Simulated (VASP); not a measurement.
Here is the system:

```xyz
2
Lattice="0.0000 2.1664 2.1664 2.1664 0.0000 2.1664 2.1664 2.1664 0.0000" Properties=species:S:1:pos:R:3 pbc="T T T"
Ti     0.0000     0.0000     0.0000
C      2.1664     2.1664     2.1664
```

These are r2SCAN meta-GGA, VASP's PBE PAW potentials (set 64) (plane waves; VASP) values and carry that method's errors. Settings: 520 eV cut-off, 16×16×16 Γ-centred mesh, tetrahedra with Blöchl corrections, potentials Ti_sv C.

Problem. Give the energies of bands 6 to 11 at the high-symmetry points, in eV from the Fermi level.

Solution. 
| band | Γ | X | U | L | W |
|---|---|---|---|---|---|
| 6 | 0.84 | -3.71 | -3.65 | -6.11 | -3.34 |
| 7 | 0.84 | -1.53 | -3.59 | -3.15 | -3.34 |
| 8 | 0.84 | -0.17 | -1.95 | -3.15 | -2.95 |
| 9 | 1.64 | -0.17 | 1.58 | 3.11 | 2.97 |
| 10 | 1.64 | 2.70 | 3.36 | 3.11 | 2.97 |
| 11 | 1.64 | 3.74 | 4.04 | 4.35 | 3.75 |

It has no gap at this level: it comes out as a metal or semimetal.

The structure was generated: TiC was put into the rock salt type (Fm-3m), which need not be its known phase. It was relaxed first, which changed the volume by -39 %.
